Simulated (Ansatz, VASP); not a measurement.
# AlGa2N3 in two plane-wave programs, part 3 of 3

One calculation is typed for both programs; each brings its own data sets. How far apart do they land? The cell is generated by rule, not measured, and may not be a known phase. The cell is taken from a series of runs on this material, whose earlier steps may have relaxed, scaled, displaced or heated it; both programs get it as it stands.

VASP 6.6.1 and Ansatz 0.2.0.

So far: VASP: relaxation of cell and atoms, PBEsol, pair 1; Ansatz: relaxation of cell and atoms, PBEsol, pair 1; Side by side; VASP: relaxation of cell and atoms, PBEsol, pair 2; Ansatz: relaxation of cell and atoms, PBEsol, pair 2; Comparison.

The structure was built from a prototype and need not be the compound's stable phase.

### Step 8. Ansatz: relaxation of cell and atoms, PBEsol, pair 3

Level of this step: Ansatz beside VASP: Kohn-Sham DFT, plane waves, PBEsol (Ansatz).

The relaxed volume is the usual yardstick between codes: in a stiff, nearly cubic crystal its relative difference is about their pressure difference at one cell divided by the bulk modulus.

The cell is taken from a series of runs on this material, whose earlier steps may have relaxed, scaled, displaced or heated it; both programs get it as it stands.

The input, input.yaml:

```yaml
crystal:
  lattice:
    - [2.2298144415, 2.2298144415, 0.0]
    - [-2.2298144415, 2.2298144415, 0.0]
    - [2.2298144415, 0.0, 6.6738555571]
  atoms:
    - { symbol: Al, position: [0.0, 0.0, 0.0] }
    - { symbol: Ga, position: [0.3351185894, 0.6648814106, 0.3297628213] }
    - { symbol: Ga, position: [0.6648814106, 0.3351185894, 0.6702371787] }
    - { symbol: "N", position: [0.4209490163, 0.0790509837, 0.1581019673] }
    - { symbol: "N", position: [0.75, 0.75, 0.5] }
    - { symbol: "N", position: [0.0790509837, 0.4209490163, 0.8418980327] }
kpoints:
  mp_grid: { grid: [8, 8, 8] }
hamiltonian:
  xc: pbesol
scf:
  occupations: { method: gaussian, width: 0.02 }
output:
  forces: true
  stress: true
  eigenvalues: true
  write_density: true
  write_potential: true
  elf: true
  volumetric_format: npy
relax:
  adjacent_minimum: "off"
  f_tol: 0.005
  max_steps: 80
  cell: { stress_tol: 0.05 }
```

On the command line:

```console
$ ansatz run input.yaml --threads 8 --pin off --max-ram 14336MiB --backend cpu --events-out ev --progress --plain --runs-dir out
```

Numbers of over 12 decimals in the logs are rounded to 6 here.

The log of the run:

```text
[...]
Crystal: 6 atoms, lattice volume = 66.366 Å³
Basis set: ecut = 420 eV, 1299 PW (Γ), exchange–correlation on 48×48×96 points (8 copies of the dense FFT grid, shifted against one another)
Bands: 28, of which v1, the nominal top of the filled ones, is band 22 counted from 1 (21 counted from 0)
Symmetry: 8 space group operations
[...]
k-points: 59 of 512 (time reversal used)
[...]
cell:  # Å, volume = 66.4223 Å³
    - [2.231299, 2.231299, 0]
    - [-2.231299, 2.231299, 0]
    - [2.231299, 0, 6.670651]
  atoms:
    - { symbol: Al, position: [0, 0, 0] }
    - { symbol: Ga, position: [0.335126, 0.664874, 0.329747] }
    - { symbol: Ga, position: [0.664874, 0.335126, 0.670253] }
    - { symbol: N, position: [0.420922, 0.079078, 0.158156] }
    - { symbol: N, position: [0.750000, 0.750000, 0.500000] }
    - { symbol: N, position: [0.079078, 0.420922, 0.841844] }
[key lines of the parts left out:]
SCF converged after 4 iterations
Free energy (F): -9151.574095 eV
Fermi energy:    9.950430 eV
P = ⅓ Tr σ = 0.0053 GPa (0.053 kbar)
```

### Step 9. VASP: relaxation of cell and atoms, PBEsol, pair 3

The same cell, functional, mesh and smearing now go to VASP, with its own data sets.

The input, INCAR:

```
SYSTEM = AlGa2N3
PREC = Accurate
ENCUT = 600
EDIFF = 1E-07
NELM = 120
ISMEAR = 0
SIGMA = 0.02
LREAL = .FALSE.
ALGO = Normal
GGA = PS
NBANDS = 28
LORBIT = 11
LWAVE = .FALSE.
LCHARG = .FALSE.
ISIF = 3
IBRION = 2
NSW = 80
EDIFFG = -0.005
LASPH = .TRUE.
GGA_COMPAT = .FALSE.
NELMIN = 4
EFERMI = MIDGAP
KPAR = 2
```

The input, POSCAR:

```
AlGa2N3
1.0
    2.2298140000      2.2298140000      0.0000000000
   -2.2298140000      2.2298140000      0.0000000000
    2.2298140000      0.0000000000      6.6738560000
Al Ga N
1 2 3
Direct
    0.0000000000      0.0000000000      0.0000000000
    0.3351186331      0.6648813669      0.3297627339
    0.6648814419      0.3351185581      0.6702371163
    0.4209489986      0.0790510014      0.1581020028
    0.7500002242      0.7500002242      0.5000000000
    0.0790510014      0.4209489986      0.8418979972
```

The input, KPOINTS:

```
Automatic mesh
0
Gamma
8 8 8
0 0 0
```

The projector-augmented-wave data sets are Al, Ga_d and N (PBE family, release 64).

On the command line:

```console
$ mpirun -np 2 vasp_std
```

The log of the run:

```text
[... set-up lines as in an earlier step ...]
 entering main loop
       N       E                     dE             d eps       ncg     rms          rms(c)
DAV:   1     0.419467352579E+03    0.41947E+03   -0.22856E+04  3484   0.276E+03
DAV:   2     0.155433324857E+02   -0.40392E+03   -0.38765E+03  3672   0.602E+02
DAV:   3    -0.443613893513E+02   -0.59905E+02   -0.58265E+02  3724   0.179E+02
DAV:   4    -0.477794033909E+02   -0.34180E+01   -0.33979E+01  4820   0.441E+01
[...]
DAV:  14    -0.418506367498E+02   -0.86224E-06   -0.13778E-05  3712   0.282E-02    0.543E-03
DAV:  15    -0.418506365691E+02    0.18074E-06   -0.15487E-06  5068   0.150E-02    0.391E-03
DAV:  16    -0.418506365417E+02    0.27395E-07   -0.27670E-07  3428   0.456E-03
   1 F= -.41850637E+02 E0= -.41850637E+02  d E =-.418506E+02
[...]
2 F= -.41850671E+02 E0= -.41850671E+02  d E =-.347863E-04
[...]
3 F= -.41850680E+02 E0= -.41850680E+02  d E =-.437365E-04
[...]
4 F= -.41850680E+02 E0= -.41850680E+02  d E =-.439342E-04
[...]
5 F= -.41850695E+02 E0= -.41850695E+02  d E =-.147874E-04
 trial-energy change:   -0.000015  1 .order   -0.000015   -0.000023   -0.000007
 step:   1.3653(harm=  1.3653)  dis= 0.00049  next Energy=   -41.850697 (dE=-0.165E-04)
 reached required accuracy - stopping structural energy minimisation
```

Parts of OUTCAR (step 9):

```text
  Total        0.0115840      0.0115840     -0.0091046      0.0000000      0.0000000     -0.0000000
  in kB        0.2798649      0.2798649     -0.2199641      0.0000000      0.0000000     -0.0000000
  external PRESSURE =       0.1132552 kB  Pullay stress =       0.0000000 kB

 POSITION                                       TOTAL-FORCE (eV/Angst)
 -----------------------------------------------------------------------------------
      0.00000     -0.00000      0.00000        -0.000000     -0.000000     -0.000000
      0.00000      2.22988      2.19919        -0.000000      0.000000      0.001275
      2.22988      2.22988      4.46926         0.000000     -0.000000     -0.001275
      1.11494      1.11494      1.05532        -0.000000      0.000000     -0.001065
      1.11494      3.34483      3.33423         0.000000      0.000000     -0.000000
      1.11494      1.11494      5.61314        -0.000000      0.000000      0.001065
 -----------------------------------------------------------------------------------
    total drift:                               -0.000000     -0.000590      0.000294

  FREE ENERGIE OF THE ION-ELECTRON SYSTEM (eV)
  ---------------------------------------------------
  free  energy   TOTEN  =       -41.8506952633 eV

  energy  without entropy=      -41.8506952633  energy(sigma->0) =      -41.85069526

[... 2 parts as in an earlier step ...]

[... 2 further parts left out ...]
[key lines of the parts left out:]
E-fermi :   6.6657
```

### Step 10. Differences

Compared:

| quantity | Ansatz | VASP | difference |
| --- | --- | --- | --- |
| volume (Å³) | 66.42 | 66.32 | +0.16 % |
| edge a after relaxation, in the typed setting (Å) | 3.155 | 3.154 | +0.06 % |
| edge c after relaxation, in the typed setting (Å) | 7.034 | 7.031 | +0.04 % |

### Step 11. Outcome

* difference in volume (relaxation of cell and atoms, PBEsol, pair 1): 0.16 %
* difference in edge c after relaxation, in the typed setting (relaxation of cell and atoms, PBEsol, pair 2): 0.12 %
* difference in volume (relaxation of cell and atoms, PBEsol, pair 3): 0.16 %

What this shows: The difference in volume is 0.16 % (relaxation of cell and atoms, PBEsol, pair 3), within the 1.2 % picked in this series as the mark of a large difference, as far as the stopping tolerances let one tell. Such differences can come from data sets, numerical settings and the points named under the comparisons, not from the functional's error against experiment.

[Lines on the potential files, build, host, timing and source positions are cut from VASP's logs without a mark.]

[Logs are printed without paths, hosts, clocks, repeated set-up lines and the standing remarks that a program may print on its own settings, such as how far it seeks lower states.]

[Hosts, paths, dates, database ids (printed as entryN), source tags and the programs' standing remarks are cut or masked in the printed files.]
